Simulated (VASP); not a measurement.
An input for Quantum ESPRESSO's pw.x (written as the equivalent of a VASP run, and not itself run):

```
&CONTROL
  calculation = 'vc-relax'
  pseudo_dir = './pseudo'
  outdir = './out'
  tprnfor = .true.
  tstress = .true.
  nstep = 40
  forc_conv_thr = 0.00078
/
&SYSTEM
  ibrav = 0
  nat = 3
  ntyp = 2
  ecutwfc = 80
  occupations = 'smearing'
  smearing = 'methfessel-paxton'
  degauss = 0.00735
  input_dft = 'pbe'
/
&ELECTRONS
  conv_thr = 7.3e-08
  electron_maxstep = 100
/
&IONS
/
&CELL
  press = 200
/
ATOMIC_SPECIES
  Si 28.085 Si.upf
  Mo 95.950 Mo.upf
CELL_PARAMETERS angstrom
    -1.5631875    1.5631875    3.8479024
     1.5631875   -1.5631875    3.8479024
     1.5631875    1.5631875   -3.8479024
ATOMIC_POSITIONS crystal
  Si   0.6661266  0.6661266  0.0000000
  Si   0.3338734  0.3338734  0.0000000
  Mo   0.0000000  0.0000000  1.0000000
K_POINTS automatic
  14 14 14 0 0 0
```

Problem. Translate this input to VASP (INCAR, KPOINTS, POSCAR, choice of POTCAR).

Solution. This is not unique; one that fits is 
KPOINTS:
```
Automatic mesh
0
Gamma
14 14 14
0 0 0
```

POSCAR:
```
MoSi2
1.0
 -1.5631875475   1.5631875475   3.8479023872
  1.5631875475  -1.5631875475   3.8479023872
  1.5631875475   1.5631875475  -3.8479023872
Si Mo
2 1
Cartesian
 -0.0000000000   0.0000000000   5.1263802702
  0.0000000000  -0.0000000000   2.5694245042
  1.5631875475   1.5631875475  -3.8479023872
```

### INCAR
```
SYSTEM = MoSi2
PREC = Accurate
ENCUT = 500
EDIFF = 1E-6
NELM = 100
ALGO = Normal
LREAL = .FALSE.
LASPH = .TRUE.
ISMEAR = 1
SIGMA = 0.1
GGA = PE
LMAXMIX = 4
LWAVE = .FALSE.
LCHARG = .FALSE.
IBRION = 2
ISIF = 3
NSW = 40
EDIFFG = -0.02
PSTRESS = 200
```

POTCAR, in this order: Si Mo_sv (PBE.64 set). Program: vasp_std.

What does not carry over: the potentials are each code's own (VASP's PAW set, PseudoDojo norm-conserving files in pw.x), so ENCUT and ecutwfc are chosen apart and not converted; conv_thr bounds pw.x's estimated SCF error, while EDIFF bounds the energy change between steps; forc_conv_thr acts on force components and is met together with etot_conv_thr.

The compound is MoSi2 in the MoSi2 type structure. This run relaxes it under an external pressure of 20 GPa. Symmetry was kept, so distortions that lower it aren't found.
